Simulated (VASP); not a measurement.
# A VASP study of NaB2 (PBEsol): structure first, properties next, part 2 of 4

Aim: relax NaB2, then compute properties on the relaxed cell. The cell is invented: it takes the structure of COD entry 1509214, AgB2 (space group 191 there), with some of its atoms replaced by other elements, volume scaled by an estimate. It may not be a known or stable phase.

VASP 6.6.1, plane waves and PAW; the level of theory is named at each step.

Still holding for the runs below: This run has no spin polarisation. Its electron count is odd, so without a moment it is a metal by construction. The k-mesh is coarse for a metal.

So far. Step 2 (Rough relaxation of the start cell): It ends with forces that vanish by symmetry and a pressure of 0.14 GPa.

**3. Full relaxation (PBEsol)**

Level of this step: PBEsol; plane waves and PAW (Na_pv, B); invented cell (VASP).

Properties are meant for the cell that this level of theory prefers, so cell and atoms are relaxed first (ISIF = 3) until forces and stress are small; EDIFFG sets the threshold.

Contents of INCAR:

```
SYSTEM = NaB2
PREC = Accurate
ENCUT = 420
EDIFF = 1E-06
NELM = 100
ISMEAR = 0
SIGMA = 0.05
LREAL = .FALSE.
ALGO = Normal
GGA = PS
NBANDS = 12
LORBIT = 11
LWAVE = .FALSE.
LCHARG = .FALSE.
IBRION = 2
NSW = 60
ISIF = 3
EDIFFG = -0.01
```

Contents of POSCAR:

```
NaB2
1.0
    3.0331201496      0.0000000000      0.0000000000
   -1.5165600748      2.6267585576      0.0000000000
    0.0000000000      0.0000000000      4.2002699309
Na B
1 2
Direct
    0.0000000000      0.0000000000      0.0000000000
    0.3333333300      0.6666666700      0.5000000000
    0.6666666700      0.3333333300      0.5000000000
```

Contents of KPOINTS:

```
Automatic mesh
0
Gamma
8 8 5
0 0 0
```

Potentials, in the order of the species: Na_pv and B (PBE family, release 64).

Started as:

```sh
> mpirun -np 1 vasp_std
```

Output:

```text
[banner, memory and clock lines left out]
running    1 mpi-ranks, on    1 nodes
 distrk:  each k-point on    1 cores,    1 groups
 distr:  one band on    1 cores,    1 groups

 POSCAR found type information on POSCAR NaB
 POSCAR found :  2 types and       3 ions
 [... a notice as in an earlier step ...]

 LDA part: xc-table for (Slater+PW92), standard interpolation
 POSCAR, INCAR and KPOINTS ok, starting setup
 FFT: planning ... GRIDC
 FFT: planning ... GRID_SOFT
 FFT: planning ... GRID
 WAVECAR not read
 entering main loop
       N       E                     dE             d eps       ncg     rms          rms(c)
DAV:   1     0.541224895576E+02    0.54122E+02   -0.60838E+03   748   0.956E+02
DAV:   2    -0.129819119853E+02   -0.67104E+02   -0.62829E+02   772   0.245E+02
DAV:   3    -0.158936830610E+02   -0.29118E+01   -0.27994E+01   908   0.503E+01
DAV:   4    -0.159244528441E+02   -0.30770E-01   -0.30743E-01   804   0.506E+00
DAV:   5    -0.159247492622E+02   -0.29642E-03   -0.29641E-03   888   0.521E-01    0.503E+00
DAV:   6    -0.146635690183E+02    0.12612E+01   -0.91954E-01   900   0.878E+00    0.225E+00
DAV:   7    -0.144478826212E+02    0.21569E+00   -0.56417E-01   916   0.509E+00    0.781E-01
DAV:   8    -0.144486322942E+02   -0.74967E-03   -0.87789E-02   840   0.270E+00    0.481E-01
DAV:   9    -0.144381550143E+02    0.10477E-01   -0.16686E-02   888   0.112E+00    0.508E-02
DAV:  10    -0.144381973019E+02   -0.42288E-04   -0.62371E-04   876   0.275E-01    0.347E-02
DAV:  11    -0.144381857023E+02    0.11600E-04   -0.16317E-04   824   0.821E-02    0.161E-02
DAV:  12    -0.144381721696E+02    0.13533E-04   -0.17994E-05   836   0.284E-02    0.453E-03
DAV:  13    -0.144381713411E+02    0.82849E-06   -0.26612E-06   836   0.103E-02
   1 F= -.14438171E+02 E0= -.14437417E+02  d E =-.144382E+02
 curvature:   0.00 expect dE= 0.000E+00 dE for cont linesearch  0.000E+00
 trial: gam= 0.00000 g(F)=  0.253E-43 g(S)=  0.105E-01 ort = 0.000E+00 (trialstep = 0.100E+01)
 search vector abs. value=  0.105E-01
 bond charge predicted
       N       E                     dE             d eps       ncg     rms          rms(c)
DAV:   1    -0.144514839151E+02   -0.13312E-01   -0.35588E-01   824   0.622E+00    0.566E-01
DAV:   2    -0.144467947283E+02    0.46892E-02   -0.85354E-03   916   0.837E-01    0.331E-01
DAV:   3    -0.144449845469E+02    0.18102E-02   -0.17914E-03   892   0.306E-01    0.809E-02
DAV:   4    -0.144448792363E+02    0.10531E-03   -0.11654E-04   844   0.117E-01    0.741E-03
DAV:   5    -0.144448786700E+02    0.56628E-06   -0.27910E-06   812   0.191E-02
   2 F= -.14444879E+02 E0= -.14444064E+02  d E =-.670733E-02
[...]
3 F= -.14445426E+02 E0= -.14444507E+02  d E =-.725514E-02
 curvature:  -0.69 expect dE=-0.161E-02 dE for cont linesearch -0.448E-06
 trial: gam= 0.22987 g(F)=  0.451E-45 g(S)=  0.232E-02 ort =-0.821E-04 (trialstep = 0.108E+01)
 search vector abs. value=  0.284E-02
 bond charge predicted
       N       E                     dE             d eps       ncg     rms          rms(c)
DAV:   1    -0.144523899638E+02   -0.69636E-02   -0.17883E-01   824   0.716E+00    0.512E-01
DAV:   2    -0.144481817813E+02    0.42082E-02   -0.59629E-03   856   0.122E+00    0.264E-01
DAV:   3    -0.144467638026E+02    0.14180E-02   -0.21929E-03   892   0.741E-01    0.353E-02
DAV:   4    -0.144466928926E+02    0.70910E-04   -0.88414E-05   828   0.141E-01    0.155E-02
DAV:   5    -0.144466839691E+02    0.89235E-05   -0.50805E-06   856   0.292E-02    0.994E-04
DAV:   6    -0.144466838785E+02    0.90517E-07   -0.11061E-07   412   0.287E-03
   4 F= -.14446684E+02 E0= -.14445753E+02  d E =-.125740E-02
 trial-energy change:   -0.001257  1 .order   -0.001271   -0.002482   -0.000060
 step:   1.1056(harm=  1.1046)  dis= 0.00000  next Energy=   -14.446685 (dE=-0.126E-02)
 reached required accuracy - stopping structural energy minimisation
```

It took 30 s on 1 MPI rank of AMD EPYC 7R43, shared host; peak memory 0.1 GiB.

Parts of OUTCAR (step 3):

```text
  LATTYP: Found a hexagonal cell.
 ALAT       =     3.0331201496
 C/A-ratio  =     1.3848016972

The static configuration has the point symmetry D_6h.

 Found     30 irreducible k-points:

   k-points           NKPTS =     30   k-points in BZ     NKDIM =     30   number of bands    NBANDS=     12

   dimension x,y,z NGX =    20 NGY =   20 NGZ =   28
   dimension x,y,z NGXF=    40 NGYF=   40 NGZF=   56

   ENCUT  =  420.0 eV  30.87 Ry    5.56 a.u.   5.07  5.07  7.02*2*pi/ulx,y,z

   NELECT =      13.0000    total number of electrons

 E-fermi :   2.9255

 k-point     1 :       0.0000    0.0000    0.0000
  band No.  band energies     occupation
      1     -20.1811      2.00000
      2     -20.1670      2.00000
      3     -20.1670      2.00000
      4      -7.7453      2.00000
      5       0.1967      2.00000
      6       4.4996      0.00000
      7       4.4996      0.00000
      8       4.8311      0.00000
      9      11.5487      0.00000
     10      11.5487      0.00000
    ...

 k-point     2 :       0.1250    0.0000    0.0000
  band No.  band energies     occupation
      1     -20.2016      2.00000
      2     -20.1743      2.00000
      3     -20.1740      2.00000
      4      -7.4725      2.00000
      5       0.4674      2.00000
      6       3.3928      0.00000
      7       3.9687      0.00000
      8       5.1557      0.00000
      9      11.3946      0.00000
     10      12.6475      0.00000
    ...

  Total        0.0093073      0.0093072      0.0023531      0.0000000      0.0000000      0.0000000
  in kB        0.4410659      0.4410657      0.1115139      0.0000000      0.0000000      0.0000000
  external PRESSURE =       0.3312152 kB  Pullay stress =       0.0000000 kB

  energy-cutoff  :      420.00
  volume of cell :       33.81
      direct lattice vectors                 reciprocal lattice vectors
     3.017232222  0.000000000 -0.000000000     0.331429577  0.191350995 -0.000000000
    -1.508616111  2.612999217 -0.000000000    -0.000000000  0.382701990 -0.000000000
    -0.000000000  0.000000000  4.288253449     0.000000000  0.000000000  0.233195172

 POSITION                                       TOTAL-FORCE (eV/Angst)
 -----------------------------------------------------------------------------------
      1.50862      2.61300     -0.00000        -0.000000     -0.000000     -0.000000
     -0.00000      1.74200      2.14413        -0.000000      0.000000     -0.000000
      1.50862      0.87100      2.14413         0.000000     -0.000000      0.000000
 -----------------------------------------------------------------------------------
    total drift:                               -0.000000      0.000000     -0.000000

  FREE ENERGIE OF THE ION-ELECTRON SYSTEM (eV)
  ---------------------------------------------------
  free  energy   TOTEN  =       -14.4466838785 eV

  energy  without entropy=      -14.4448217932  energy(sigma->0) =      -14.44575284

 total charge
# of ion       s       p       d       tot
------------------------------------------
    1        0.083   6.017   0.000   6.100
    2        0.727   1.136   0.000   1.863
    3        0.727   1.136   0.000   1.863
--------------------------------------------------
tot          1.538   8.288   0.000   9.826

[... 2 parts as in an earlier step ...]

[... 7 further parts left out ...]
```

The steps of the relaxation:

| step | energy less that of the first step (eV) | largest force (eV/Å) | pressure (GPa) | volume (Å³) |
| --- | --- | --- | --- | --- |
| 1 | 0.0000 | 0.0000 | -0.06 | 33.46 |
| 2 | -0.0067 | 0.0000 | 0.68 | 33.44 |
| 3 | -0.0073 | 0.0000 | 1.05 | 33.43 |
| 4 | -0.0085 | 0.0000 | 0.03 | 33.81 |

| conventional cell, symmetrised | before | after | change |
| --- | --- | --- | --- |
| a (Å) | 3.033 | 3.017 | -0.5 % |
| b (Å) | 3.033 | 3.017 | -0.5 % |
| c (Å) | 4.200 | 4.288 | +2.1 % |
| volume (Å³/atom) | 11.15 | 11.27 | +1.0 % |

Final coordinates:

```
Na B
1.0
     3.01723    0.00000    0.00000
    -1.50862    2.61300    0.00000
     0.00000    0.00000    4.28825
Na B
1 2
Direct
  0.00000 0.00000 0.00000
  0.33333 0.66667 0.50000
  0.66667 0.33333 0.50000
```

Numbers from this step:

| Item | Value |
| --- | --- |
| irreducible k-points | 30 |
| free energy (TOTEN) | -14.45 eV |
| energy at zero smearing | -14.45 eV |
| Fermi energy | 2.925 eV |
| pressure | 0.03312 GPa |
| SCF cycles over all ionic steps | 30 |

It ends with forces that vanish by symmetry and a pressure of 0.03 GPa.

**4. Second relaxation**

The basis stayed that of the start cell while the cell moved. A rerun from the cell reached resets it; the error of the finite cutoff stays. The mesh changes with the cell too.

INCAR is that of step 3.

Contents of POSCAR:

```
NaB2
1.0
    3.0172322218      0.0000000000      0.0000000000
   -1.5086161109      2.6129992171      0.0000000000
    0.0000000000      0.0000000000      4.2882534488
Na B
1 2
Direct
    0.0000000000      0.0000000000      0.0000000000
    0.3333333300      0.6666666700      0.5000000000
    0.6666666700      0.3333333300      0.5000000000
```

Contents of KPOINTS:

```
Automatic mesh
0
Gamma
9 9 5
0 0 0
```

Started as:

```sh
> mpirun -np 1 vasp_std
```

Output:

```text
[... set-up lines as in an earlier step ...]
 entering main loop
       N       E                     dE             d eps       ncg     rms          rms(c)
DAV:   1     0.490352405172E+02    0.49035E+02   -0.59051E+03   904   0.947E+02
DAV:   2    -0.132627822800E+02   -0.62298E+02   -0.58454E+02   920   0.230E+02
DAV:   3    -0.159893360725E+02   -0.27266E+01   -0.27012E+01  1116   0.489E+01
DAV:   4    -0.160157432753E+02   -0.26407E-01   -0.26381E-01   984   0.477E+00
DAV:   5    -0.160160447913E+02   -0.30152E-03   -0.30150E-03  1060   0.506E-01    0.525E+00
DAV:   6    -0.146442508194E+02    0.13718E+01   -0.10437E+00  1068   0.894E+00    0.208E+00
DAV:   7    -0.144809756386E+02    0.16328E+00   -0.45310E-01  1100   0.434E+00    0.689E-01
DAV:   8    -0.144785507990E+02    0.24248E-02   -0.20437E-02   928   0.152E+00    0.122E-01
DAV:   9    -0.144782373868E+02    0.31341E-03   -0.53409E-04  1244   0.305E-01    0.419E-02
DAV:  10    -0.144782152885E+02    0.22098E-04   -0.16258E-04  1212   0.212E-01    0.153E-02
DAV:  11    -0.144782160702E+02   -0.78164E-06   -0.10764E-05   980   0.359E-02    0.313E-03
DAV:  12    -0.144782160955E+02   -0.25359E-07   -0.37201E-07   616   0.644E-03
   1 F= -.14478216E+02 E0= -.14477916E+02  d E =-.144782E+02
 curvature:   0.00 expect dE= 0.000E+00 dE for cont linesearch  0.000E+00
 trial: gam= 0.00000 g(F)=  0.563E-45 g(S)=  0.425E-03 ort = 0.000E+00 (trialstep = 0.100E+01)
 search vector abs. value=  0.425E-03
 bond charge predicted
       N       E                     dE             d eps       ncg     rms          rms(c)
DAV:   1    -0.144787460225E+02   -0.52995E-03   -0.15674E-02   988   0.158E+00    0.130E-01
DAV:   2    -0.144785163527E+02    0.22967E-03   -0.43119E-04  1060   0.297E-01    0.740E-02
DAV:   3    -0.144784189094E+02    0.97443E-04   -0.14582E-04  1244   0.189E-01    0.950E-03
DAV:   4    -0.144784156542E+02    0.32552E-05   -0.10542E-05  1036   0.569E-02    0.316E-03
DAV:   5    -0.144784157869E+02   -0.13267E-06   -0.23100E-07   560   0.551E-03
   2 F= -.14478416E+02 E0= -.14478115E+02  d E =-.199691E-03
[...]
3 F= -.14478417E+02 E0= -.14478117E+02  d E =-.201355E-03
[...]
4 F= -.14478417E+02 E0= -.14478116E+02  d E =-.200758E-03
[...]
5 F= -.14478416E+02 E0= -.14478116E+02  d E =-.200307E-03
 curvature:  -0.32 expect dE=-0.136E-04 dE for cont linesearch -0.303E-06
 ZBRENT: accuracy reached
 trial: gam= 0.05246 g(F)=  0.642E-44 g(S)=  0.423E-04 ort = 0.200E-04 (trialstep = 0.982E+00)
 search vector abs. value=  0.456E-04
 bond charge predicted
       N       E                     dE             d eps       ncg     rms          rms(c)
DAV:   1    -0.144785084636E+02   -0.91833E-04   -0.21420E-03   988   0.705E-01    0.530E-02
DAV:   2    -0.144784660162E+02    0.42447E-04   -0.72439E-05  1052   0.121E-01    0.284E-02
DAV:   3    -0.144784479222E+02    0.18094E-04   -0.28704E-05  1056   0.744E-02    0.326E-03
DAV:   4    -0.144784472467E+02    0.67556E-06   -0.93531E-07   540   0.163E-02
   6 F= -.14478447E+02 E0= -.14478147E+02  d E =-.308438E-04
 trial-energy change:   -0.000031  1 .order   -0.000026   -0.000043   -0.000009
 step:   1.1015(harm=  1.2270)  dis= 0.00000  next Energy=   -14.478448 (dE=-0.314E-04)
 reached required accuracy - stopping structural energy minimisation
```

The job ended after 23 s (1 MPI rank; peak memory 0.1 GiB).

From OUTCAR (step 4):

```text
  LATTYP: Found a hexagonal cell.
 ALAT       =     3.0172322218
 C/A-ratio  =     1.4212540281

The static configuration has the point symmetry D_6h.

 Found     36 irreducible k-points:

   k-points           NKPTS =     36   k-points in BZ     NKDIM =     36   number of bands    NBANDS=     12

   dimension x,y,z NGX =    20 NGY =   20 NGZ =   30
   dimension x,y,z NGXF=    40 NGYF=   40 NGZF=   60

   ENCUT  =  420.0 eV  30.87 Ry    5.56 a.u.   5.04  5.04  7.17*2*pi/ulx,y,z

   NELECT =      13.0000    total number of electrons

 E-fermi :   2.8420

 k-point     1 :       0.0000    0.0000    0.0000
  band No.  band energies     occupation
      1     -20.1729      2.00000
      2     -20.1574      2.00000
      3     -20.1574      2.00000
      4      -7.7387      2.00000
      5       0.2139      2.00000
      6       4.4864      0.00000
      7       4.4864      0.00000
      8       4.8568      0.00000
      9      11.5162      0.00000
     10      11.5162      0.00000
    ...

 k-point     2 :       0.1111   -0.0000    0.0000
  band No.  band energies     occupation
      1     -20.1849      2.00000
      2     -20.1674      2.00000
      3     -20.1632      2.00000
      4      -7.5233      2.00000
      5       0.4271      2.00000
      6       3.5902      0.00000
      7       4.0545      0.00000
      8       5.1125      0.00000
      9      11.4058      0.00000
     10      12.3961      0.00000
    ...

  Total        0.0051141      0.0051141     -0.0119372      0.0000000     -0.0000000      0.0000000
  in kB        0.2421995      0.2421994     -0.5653335      0.0000000     -0.0000000      0.0000000
  external PRESSURE =      -0.0269782 kB  Pullay stress =       0.0000000 kB

  energy-cutoff  :      420.00
  volume of cell :       33.83
      direct lattice vectors                 reciprocal lattice vectors
     3.021240813  0.000000000 -0.000000000     0.330989836  0.191097110  0.000000000
    -1.510620407  2.616470757 -0.000000000    -0.000000000  0.382194220  0.000000000
     0.000000000 -0.000000000  4.279650540    -0.000000000  0.000000000  0.233663938

 POSITION                                       TOTAL-FORCE (eV/Angst)
 -----------------------------------------------------------------------------------
      0.00000      0.00000     -0.00000        -0.000000      0.000000      0.000000
     -0.00000      1.74431      2.13983        -0.000000      0.000000     -0.000000
      1.51062      0.87216      2.13983         0.000000     -0.000000      0.000000
 -----------------------------------------------------------------------------------
    total drift:                               -0.000000      0.000000     -0.000000

  FREE ENERGIE OF THE ION-ELECTRON SYSTEM (eV)
  ---------------------------------------------------
  free  energy   TOTEN  =       -14.4784472467 eV

  energy  without entropy=      -14.4778462496  energy(sigma->0) =      -14.47814675

 total charge
# of ion       s       p       d       tot
------------------------------------------
    1        0.083   6.018   0.000   6.101
    2        0.728   1.133   0.000   1.861
    3        0.728   1.133   0.000   1.861
--------------------------------------------------
tot          1.539   8.283   0.000   9.822

[... 2 parts as in an earlier step ...]

[... 7 further parts left out ...]
```

CONTCAR:

```
NaB2
   1.00000000000000
     3.0212408130923287    0.0000000000000000   -0.0000000000000000
    -1.5106204065461644    2.6164707568566792   -0.0000000000000000
     0.0000000000000000   -0.0000000000000000    4.2796505396385633
  Na              B
     1     2
Direct
     0.0000000000000000    0.0000000000000000    0.0000000000000000
     0.3333333300000021    0.6666666699999979    0.5000000000000000
     0.6666666699999979    0.3333333300000021    0.5000000000000000
```

Relaxation path:

| step | energy less that of the first step (eV) | largest force (eV/Å) | pressure (GPa) | volume (Å³) |
| --- | --- | --- | --- | --- |
| 1 | 0.0000 | 0.0000 | 0.19 | 33.81 |
| 2 | -0.0002 | 0.0000 | -0.15 | 33.87 |
| 3 | -0.0002 | 0.0000 | -0.15 | 33.87 |
| 4 | -0.0002 | 0.0000 | -0.12 | 33.87 |
| 5 | -0.0002 | 0.0000 | -0.12 | 33.87 |
| 6 | -0.0002 | 0.0000 | 0.00 | 33.83 |

| conventional cell, symmetrised | before | after | change |
| --- | --- | --- | --- |
| a (Å) | 3.017 | 3.021 | +0.1 % |
| b (Å) | 3.017 | 3.021 | +0.1 % |
| c (Å) | 4.288 | 4.280 | -0.2 % |
| volume (Å³/atom) | 11.27 | 11.28 | +0.1 % |

Final coordinates:

```xyz
3
Lattice="3.0212 0.0000 0.0000 -1.5106 2.6165 0.0000 0.0000 0.0000 4.2797" Properties=species:S:1:pos:R:3 pbc="T T T"
Na    0.0000    0.0000    0.0000
B     0.0000    1.7443    2.1398
B     1.5106    0.8722    2.1398
```

This step gave:

| Quantity | Value |
| --- | --- |
| irreducible k-points | 36 |
| free energy (TOTEN) | -14.48 eV |
| energy at zero smearing | -14.48 eV |
| Fermi energy | 2.842 eV |
| pressure | -0.002698 GPa |
| SCF cycles over all ionic steps | 27 |

It ends with forces that vanish by symmetry and a pressure of 0.00 GPa. The volume moved by only 0.06 %, so the volume is settled.

[end of part 2 of 4]

[Lines on the potential files, build, host, timing and source positions are cut from VASP's logs without a mark.]

[Logs are printed without paths, hosts, clocks, repeated set-up lines and the standing remarks that a program may print on its own settings, such as how far it seeks lower states.]

[Hosts, paths, dates, database ids (printed as entryN), source tags and the programs' standing remarks are cut or masked in the printed files.]

[A measured line is paired with the nearest computed mode of its activity, which favours agreement.]
